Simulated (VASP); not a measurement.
# Sn2GeO2 (I4/mmm) in VASP: single point with PBE

Aim: the single point of Sn2GeO2 with PBE.

All numbers are computed with VASP 6.6.1; they aren't measurements. Logs are shortened: lines on timing, memory, paths and dates and some standing lists are left out, and cuts for length are marked.

## Step 1: The structure

The structure is tetragonal, space group I4/mmm (No. 139). The conventional cell has a = 3.694 Å, b = 3.694 Å, c = 12.866 Å, α = 90.00°, β = 90.00°, γ = 90.00°. Sn (site symmetry 4mm) is surrounded by 4 O at 2.22 Å. Ge (site symmetry 4/mmm) has 8 Sn at 3.28 Å and 4 Ge at 3.69 Å and 8 O at 3.71 Å as nearest neighbours. O (site symmetry -4m2) is surrounded by 4 Sn at 2.22 Å.

The cell was built by a generator and needn't be a form met in nature.

## Step 2: Single point, PBE

File INCAR:

```
PREC     = Normal         # precision mode
ENCUT    = 520            # plane-wave cutoff, eV
EDIFF    = 1E-5           # SCF threshold, eV
ISMEAR   = 0              # smearing method
SIGMA    = 0.15           # smearing width, eV
LREAL    = Auto         
LASPH    = T              # aspherical terms in the spheres
NELM     = 80             # most SCF steps
ALGO     = Fast           # electronic algorithm
ISIF     = 2              # what is computed and relaxed
LWAVE    = F              # write WAVECAR
LCHARG   = F              # write CHGCAR
GGA      = PE             # functional
NBANDS   = 65             # bands
KPAR     = 4
```

File KPOINTS:

```
regular mesh
0
Gamma
  4 4 4
```

File POSCAR:

```
Sn2GeO2
1.0
   -1.8468400000      1.8468400000      6.4331200000
    3.6936800000     -3.6936800000     12.8662400000
    1.8468400000      1.8468400000     -6.4331200000
Sn Ge O
4 2 4
Direct
    0.6539140000      0.3269570000      0.0000000000
    0.6539140000      0.8269570000      0.0000000000
    0.3460860000      0.1730430000      0.0000000000
    0.3460860000      0.6730430000      0.0000000000
    0.0000000000      0.0000000000      0.0000000000
    0.0000000000      0.5000000000      0.0000000000
    0.2500000000      0.3750000000      0.5000000000
    0.2500000000      0.8750000000      0.5000000000
    0.7500000000      0.1250000000      0.5000000000
    0.7500000000      0.6250000000      0.5000000000
```

Potentials or basis: VASP PAW PBE potentials, release 64 (Sn_d, Ge_d, O).

Command:

```bash
cat potpaw_PBE.64/Sn_d/POTCAR potpaw_PBE.64/Ge_d/POTCAR potpaw_PBE.64/O/POTCAR > POTCAR
mpirun -np 4 vasp_std > vasp.out
```

OUTCAR:

```text
PREC = Normal
   ENCUT = 520
   EDIFF = 1E-5
   ISMEAR = 0
   LREAL = Auto
   LASPH = T
   NELM = 80
   ISIF = 2
   GGA = PE

 ion  position               nearest neighbor table
   1  0.654  0.327  0.000-   7 2.22  10 2.22   7 2.22   9 2.22   5 3.28   6 3.28   6 3.28   5 3.28
                             4 3.60   3 3.60   4 3.60   3 3.60   2 3.69   2 3.69
   2  0.654  0.827  0.000-   8 2.22   9 2.22   8 2.22  10 2.22   6 3.28   5 3.28   5 3.28   6 3.28
                             3 3.60   4 3.60   3 3.60   4 3.60   1 3.69   1 3.69
   3  0.346  0.173  0.000-   7 2.22   9 2.22   8 2.22   9 2.22   5 3.28   5 3.28   6 3.28   6 3.28
                             1 3.60   2 3.60   2 3.60   1 3.60   4 3.69   4 3.69
   4  0.346  0.673  0.000-   8 2.22  10 2.22   7 2.22  10 2.22   6 3.28   6 3.28   5 3.28   5 3.28
                             2 3.60   1 3.60   1 3.60   2 3.60   3 3.69   3 3.69
   5  0.000  0.000  0.000-   1 3.28   2 3.28   3 3.28   1 3.28   4 3.28   2 3.28   3 3.28   4 3.28

   6  0.000  0.500  0.000-   2 3.28   1 3.28   4 3.28   2 3.28   3 3.28   1 3.28   4 3.28   3 3.28

   7  0.250  0.375  0.500-   1 2.22   4 2.22   3 2.22   1 2.22
   8  0.250  0.875  0.500-   2 2.22   3 2.22   4 2.22   2 2.22
   9  0.750  0.125  0.500-   3 2.22   1 2.22   2 2.22   3 2.22
  10  0.750  0.625  0.500-   4 2.22   2 2.22   1 2.22   4 2.22

  LATTYP: Found a base centered monoclinic cell.
 ALAT       =    13.3859405228
 B/A-ratio  =     0.2759372786
 C/A-ratio  =     0.5518745573
 COS(beta)  =    -0.2759372786

  Lattice vectors:

 A1 = (  -1.8468400000,   1.8468400000,   6.4331200000)
 A2 = (  -1.8468400000,  -1.8468400000,   6.4331200000)
 A3 = (   7.3873600000,   0.0000000000,   0.0000000000)

Analysis of symmetry for initial positions (statically):
=====================================================================
 Subroutine PRICEL returns following result:

  LATTYP: Found a body centered tetragonal cell.
 ALAT       =     3.6936800000
 C/A-ratio  =     3.4833120357

  Lattice vectors:

 A1 = (  -1.8468400000,   1.8468400000,   6.4331200000)
 A2 = (   1.8468400000,  -1.8468400000,   6.4331200000)
 A3 = (   1.8468400000,   1.8468400000,  -6.4331200000)

   2 primitive cells build up your supercell.

 Routine SETGRP: Setting up the symmetry group for a
 base centered monoclinic supercell.

 Subroutine GETGRP returns: Found  4 space group operations
 (whereof  4 operations were pure point group operations)
 out of a pool of  4 trial point group operations.

The static configuration has the point symmetry C_2h.

Analysis of symmetry for dynamics (positions and initial velocities):
=====================================================================
 Subroutine PRICEL returns following result:

  LATTYP: Found a body centered tetragonal cell.
 ALAT       =     3.6936800000
 C/A-ratio  =     3.4833120357

  Lattice vectors:

 A1 = (  -1.8468400000,   1.8468400000,   6.4331200000)
 A2 = (   1.8468400000,  -1.8468400000,   6.4331200000)
 A3 = (   1.8468400000,   1.8468400000,  -6.4331200000)

   2 primitive cells build up your supercell.

 Routine SETGRP: Setting up the symmetry group for a
 base centered monoclinic supercell.

 Subroutine GETGRP returns: Found  4 space group operations
 (whereof  4 operations were pure point group operations)
 out of a pool of  4 trial point group operations.

The dynamic configuration has the point symmetry C_2h.

 Subroutine INISYM returns: Found  4 space group operations
 (whereof  4 operations are pure point group operations),
 and found     2 'primitive' translations

----------------------------------------------------------------------------------------

                                     Primitive cell

  volume of cell :      87.7688

  direct lattice vectors                    reciprocal lattice vectors
    -1.846840000  1.846840000  6.433120000     0.000000000  0.270732711  0.077722785
     1.846840000 -1.846840000  6.433120000     0.270732711  0.000000000  0.077722785
     1.846840000  1.846840000 -6.433120000     0.270732711  0.270732711  0.000000000

  length of vectors
     6.943102254  6.943102254  6.943102254     0.281668301  0.281668301  0.382873872

  position of ions in fractional coordinates (direct lattice)
     0.653914000  0.653914000  0.000000000
     0.346086000  0.346086000  0.000000000
     0.000000000  0.000000000  0.000000000
     0.250000000  0.750000000  0.500000000
     0.750000000  0.250000000  0.500000000

  ion indices of the primitive-cell ions
   primitive index   ion index
                 1           1
                 2           3
                 3           6
                 4           7
                 5           9

----------------------------------------------------------------------------------------

 KPOINTS: regular mesh

Automatic generation of k-mesh.
 Grid dimensions read from file:
 generate k-points for:    4    4    4

 Generating k-lattice:

  Cartesian coordinates                     Fractional coordinates (reciprocal lattice)
     0.000000000  0.067683178  0.019430696     0.250000000  0.000000000  0.000000000
     0.033841589  0.000000000  0.009715348     0.000000000  0.250000000  0.000000000
     0.067683178  0.067683178  0.000000000     0.000000000  0.000000000  0.250000000

  Length of vectors
     0.070417075  0.035208538  0.095718468

  Shift w.r.t. Gamma in fractional coordinates (k-lattice)
     0.000000000  0.000000000  0.000000000

 Subroutine IBZKPT returns following result:
 ===========================================

 Found     24 irreducible k-points:

 Following reciprocal coordinates:
            Coordinates               Weight
  0.000000  0.000000  0.000000      1.000000
  0.250000  0.000000  0.000000      4.000000
  0.500000  0.000000  0.000000      2.000000
  0.000000  0.250000  0.000000      2.000000
  0.250000  0.250000  0.000000      4.000000
  0.500000  0.250000  0.000000      4.000000
[... 16 lines left out ...]
  0.500000  0.250000  0.500000      2.000000
  0.500000  0.500000  0.500000      1.000000
   k-points           NKPTS =     24   k-points in BZ     NKDIM =     24   number of bands    NBANDS=     65
   number of dos      NEDOS =    301   number of ions     NIONS =     10
   total plane-waves  NPLWV = 128000
   dimension x,y,z NGX =    40 NGY =   80 NGZ =   40
   dimension x,y,z NGXF=    80 NGYF=  160 NGZF=   80
   ions per type =               4   2   4
   NGX,Y,Z   is equivalent  to a cutoff of   9.58,  9.58,  9.58 a.u.
   NGXF,Y,Z  is equivalent  to a cutoff of  19.16, 19.16, 19.16 a.u.
 SYSTEM =  unknown system
   PREC   = normal    normal or accurate (medium, high low for compatibility)
   ISTART =      0    job   : 0-new  1-cont  2-samecut
   ICHARG =      2    charge: 1-file 2-atom 10-const
   ISPIN  =      1    spin polarized calculation?
   LNONCOLLINEAR =      F non collinear calculations
   LSORBIT =      F    spin-orbit coupling
   LASPH  =      T    aspherical Exc in radial PAW
   ENCUT  =  520.0 eV  38.22 Ry    6.18 a.u.  12.91 25.82 12.91*2*pi/ulx,y,z
   NELM   =     80;   NELMIN=  2; NELMDL= -5     # of ELM steps
   EDIFF  = 0.1E-04   stopping-criterion for ELM
   LREAL  =      T    real-space projection
   EDIFFG = 0.1E-03   stopping-criterion for IOM
   NSW    =      0    number of steps for IOM
   IBRION =     -1    ionic relax: 0-MD 1-quasi-New 2-CG
   NFREE  =      0    steps in history (QN), initial steepest desc. (CG)
   ISIF   =      2    stress and relaxation
   ISYM   =      2    0-nonsym 1-usesym 2-fastsym
   POTIM  = 0.5000    time-step for ionic-motion
   TEBEG  =    0.0;   TEEND  =   0.0 temperature during run
   PSTRESS=    0.0 pullay stress
   NELECT =     108.0000    total number of electrons
   NUPDOWN=      -1.0000    fix difference up-down
   EMIN   =  10.00;   EMAX   =-10.00  energy-range for DOS
   EFERMI =   0.00;   METHOD = LEGACY
   ISMEAR =     0;   SIGMA  =   0.15  broadening in eV -4-tet -1-fermi 0-gaus
   EFERMI_NEDOS =   21; number of points for ismear=-14 and -15
   IALGO  =     68    algorithm
   IMIX   =      4    mixing-type and parameters
     AMIX     =   0.40;   BMIX     =  1.00
     AMIX_MAG =   1.60;   BMIX_MAG =  1.00
  volume/ion in A,a.u.               =      17.55       118.46
  Fermi-wavevector in a.u.,A,eV,Ry     =   1.392385  2.631226 26.378107  1.938736
  Thomas-Fermi vector in A             =   2.516133
   LORBIT       =      0    0 simple, 1 ext, 2 COOP (PROOUT), +10 PAW based schemes
   GGA     = PE    functional components
   LHFCALC =     F    Hartree Fock is set to
   AEXX    =    0.0000 exact exchange contribution
   IVDW    =     0    specifies the selected vdW correction
   LEPSILON=     F    determine dielectric tensor
   LRPA    =     F    only Hartree local field effects (RPA)
 non-spin polarized calculation
 RMM-DIIS sequential band-by-band and
 Gauss-broadening in eV      SIGMA  =   0.15
  energy-cutoff  :      520.00
  volume of cell :      175.54
 maximum number of plane-waves:      4752
   NGX = 25   NGY = 51   NGZ = 25

 number of electron     108.0000070 magnetization

 Free energy of the ion-electron system (eV)
  ---------------------------------------------------
  ext. energy  EPLUGINS =         0.00000000
  ---------------------------------------------------
  free energy    TOTEN  =       -51.75247951 eV

  energy without entropy =      -51.71992654  energy(sigma->0) =      -51.73620303

 E-fermi :   7.0667     XC(G=0): -10.6653

 val. band max:        6.9997809698   @ k =  -0.2500  -0.2500   0.2500
 cond. band min:       7.0923653186   @ k =   0.5000   0.2500   0.2500
 fundamental gap:      0.0925843487
 Fermi energy:         7.0667080607

 k-point     1 :       0.0000    0.0000    0.0000
  band No.  band energies     occupation
      1     -17.6617      2.00000
      2     -17.6558      2.00000
      3     -17.6526      2.00000
      4     -17.6524      2.00000
      5     -17.6223      2.00000
      6     -17.6185      2.00000
[... 1621 lines left out ...]
     64      11.9760      0.00000
     65      13.4504      0.00000

------------------------ aborting loop because EDIFF is reached ----------------------------------------

  FORCE on cell =-STRESS in cart. coord.  units (eV):
  Direction    XX          YY          ZZ          XY          YZ          ZX
  --------------------------------------------------------------------------------------
  -------------------------------------------------------------------------------------
  Total       -0.6671972     -0.0140048      0.0989023      0.0000000      0.0000000     -0.0581081
  in kB       -6.0896818     -0.1278258      0.9027066      0.0000000      0.0000000     -0.5303680
  external PRESSURE =      -1.7716003 kB  Pullay stress =       0.0000000 kB

 VOLUME and BASIS-vectors are now :
 -----------------------------------------------------------------------------
  energy-cutoff  :      520.00
  volume of cell :      175.54
      direct lattice vectors                 reciprocal lattice vectors
    -1.846840000  1.846840000  6.433120000     0.000000000  0.270732711  0.077722785
     3.693680000 -3.693680000 12.866240000     0.135366356  0.000000000  0.038861392
     1.846840000  1.846840000 -6.433120000     0.270732711  0.270732711  0.000000000

 POSITION                                       TOTAL-FORCE (eV/Angst)
 -----------------------------------------------------------------------------------
      0.00000      0.00000      8.41341        -0.004946     -0.000000      0.037208
      1.84684     -1.84684     14.84653        -0.004946     -0.000000      0.037208
      0.00000      0.00000      4.45283         0.004946      0.000000     -0.037208
      1.84684     -1.84684     10.88595         0.004946      0.000000     -0.037208
      0.00000      0.00000      0.00000        -0.000000      0.000000      0.000000
      1.84684     -1.84684      6.43312        -0.000000      0.000000      0.000000
      1.84684      0.00000      3.21656         0.000938     -0.000000     -0.042644
      3.69368     -1.84684      9.64968         0.000938     -0.000000     -0.042644
      0.00000      1.84684      3.21656        -0.000938      0.000000      0.042644
      1.84684      0.00000      9.64968        -0.000938      0.000000      0.042644
 -----------------------------------------------------------------------------------
    total drift:                               -0.000000     -0.000000      0.000000

  FREE ENERGIE OF THE ION-ELECTRON SYSTEM (eV)
  ---------------------------------------------------
  free  energy   TOTEN  =       -51.7524795134 eV

  energy  without entropy=      -51.7199265447  energy(sigma->0) =      -51.73620303
```

Run time: 2.6 min. Hardware: 4 MPI ranks of Intel Xeon 6975P-C (Granite Rapids), shared host; peak memory 0.47 GiB.

What came out:

- Free energy: -51.7525 eV
- Pressure: -0.2 GPa
- Largest force: 0.043 eV/Å
- Band gap on the k mesh: none (metal or under the smearing width)

Forces in eV/Å, atoms in the order of the input:
```
Sn  -0.005  0.000  0.037
Sn  -0.005  0.000  0.037
Sn   0.005  0.000 -0.037
Sn   0.005  0.000 -0.037
Ge   0.000  0.000  0.000
Ge   0.000  0.000  0.000
O    0.001  0.000 -0.043
O    0.001  0.000 -0.043
O   -0.001  0.000  0.043
O   -0.001  0.000  0.043
```

Levels at points of the mesh, in eV from the Fermi level:
```tsv
k point	band 49	band 50	band 51	band 52	band 53	band 54	band 55	band 56	band 57	band 58
(0.00, 0.00, 0.00)	-2.64	-2.64	-1.96	-1.69	-0.74	0.94	0.95	1.65	2.09	2.57
(0.50, 0.00, 0.00)	-2.51	-1.98	-1.98	-1.82	-1.69	-1.52	-0.74	0.39	1.30	2.10
(0.00, 0.50, 0.00)	-2.81	-2.81	-1.85	-1.85	0.82	0.82	0.99	0.99	1.59	1.59
(0.50, 0.50, 0.00)	-2.80	-2.80	-1.73	-1.73	-0.57	-0.57	-0.26	-0.26	0.26	0.26
(0.50, 0.00, 0.50)	-2.63	-2.63	-1.69	-0.74	-0.29	1.39	1.40	2.02	2.09	2.61
(0.50, 0.50, 0.50)	-2.98	-2.98	-2.48	-2.48	0.81	0.81	1.60	1.60	1.83	1.83
```

Caveat: the k mesh is coarse (spacing up to 0.60 Å⁻¹), so the values aren't converged.
